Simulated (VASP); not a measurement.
Input of a VASP 6.6.1 run:

File INCAR:

```
ALGO     = Normal         # electronic algorithm
EDIFF    = 1E-6           # SCF threshold, eV
EDIFFG   = -0.01          # ionic threshold
ENCUT    = 600            # plane-wave cutoff, eV
GGA      = PE             # functional
IBRION   = 2              # ionic algorithm
ISIF     = 3              # what is computed and relaxed
ISMEAR   = 0              # smearing method
LASPH    = T              # aspherical terms in the spheres
LCHARG   = F              # write CHGCAR
LREAL    = F              # projectors in reciprocal space
LWAVE    = F              # write WAVECAR
NELM     = 60             # most SCF steps
NSW      = 100            # ionic steps
PREC     = Accurate       # precision mode
SIGMA    = 0.1            # smearing width, eV
```

File KPOINTS:

```
k-points
0
Gamma
  8 8 8
```

POSCAR

```
Be3Cl5
1.0
    5.3343063134      0.0000000000      0.0000000000
    0.0000000000      5.3343063134      0.0000000000
    0.0000000000      0.0000000000      5.3343063134
Be Cl
3 5
Direct
    0.0000000000      0.5000000000      0.5000000000
    0.5000000000      0.0000000000      0.5000000000
    0.5000000000      0.5000000000      0.0000000000
    0.5000000000      0.0000000000      0.0000000000
    0.0000000000      0.5000000000      0.0000000000
    0.0000000000      0.0000000000      0.5000000000
    0.0000000000      0.0000000000      0.0000000000
    0.5000000000      0.5000000000      0.5000000000
```

Potentials or basis: VASP PAW PBE potentials, release 64 (Be, Cl).

The run is started by

```sh
$ cat potpaw_PBE.64/Be/POTCAR potpaw_PBE.64/Cl/POTCAR > POTCAR
$ mpirun -np 1 vasp_std > vasp.out
```

**Question.** What does it give for the space group after relaxing (to 0.05 Å)?

**Answer.** Pm-3m (No. 221).

**Question.** Estimate the band gap on the k mesh.

**Answer.** None (metal or under the smearing width).

**Question.** What does it give for the relaxed cell?

**Answer.** a = 5.347 Å, b = 5.347 Å, c = 5.347 Å, α = 90.00°, β = 90.00°, γ = 90.00°.

Step by step:
```tsv
step	energy change (eV)	largest force (eV/Å)	pressure (GPa)	volume (Å³)
1	0.0000	0.0000	0.40	151.79
2	-0.0011	0.0000	0.02	152.83
```

Caveat: an odd number of electrons without spin polarisation forces a metal; a magnetic or distorted state may lie lower.
